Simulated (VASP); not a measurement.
A VASP calculation is set up with these files.

POSCAR:
```
Na2S
1
    0.0000000000     3.3354000000     3.3354000000
    3.3354000000     0.0000000000     3.3354000000
    3.3354000000     3.3354000000     0.0000000000
Na S
2 1
Direct
  0.2500000000   0.2500000000   0.2500000000
  0.7500000000   0.7500000000   0.7500000000
  0.0000000000   0.0000000000   0.0000000000
```

File KPOINTS:
```
Automatic mesh
0
Gamma
5 5 5
0 0 0
```

INCAR:
```
! general
SYSTEM  =  Na2S
PREC    =  Accurate
ENCUT   =  400
LREAL   =  .FALSE.
LASPH   =  .TRUE.

! electronic loop
EDIFF   =  1E-6
NELM    =  100
ALGO    =  Normal

! smearing
ISMEAR  =  -4

! functional
GGA     =  PE

! ions
ISIF    =  2

! output
LWAVE   =  .FALSE.
LCHARG  =  .FALSE.
```

POTCAR, in this order: Na_pv S (PBE.64 set). Program: vasp_std.

Problem. Write an equivalent input for Ansatz.

Solution. One equivalent input (not run):
Ansatz 0.2 input:
```yaml
crystal:
  lattice:
    - [0.0000000, 3.3354000, 3.3354000]
    - [3.3354000, 0.0000000, 3.3354000]
    - [3.3354000, 3.3354000, 0.0000000]
  atoms:
    - { symbol: Na, position: [0.2500000, 0.2500000, 0.2500000] }
    - { symbol: Na, position: [0.7500000, 0.7500000, 0.7500000] }
    - { symbol: S, position: [0.0000000, 0.0000000, 0.0000000] }
kpoints:
  mp_grid: { grid: [5, 5, 5] }
hamiltonian:
  xc: pbe
  pseudopotentials: { kind: paw }
scf:
  occupations: { method: tetrahedron_uncorrected }
  max_iter: 100
output: { forces: true, stress: true, eigenvalues: true }
```
The two are equivalent in intent, not identical: each code has its own PAW files, so the cut-off isn't converted (ENCUT is set for VASP's; basis.ecutwfc is left out, and Ansatz then takes the one that its files recommend); Ansatz stops its SCF on the density residual and VASP on the energy change (EDIFF).

The compound is Na2S in the antifluorite structure. The cell was not relaxed at this level. The run is one of a series of settings (ISMEAR = -4, SIGMA removed against the base run), some of them coarse on purpose.
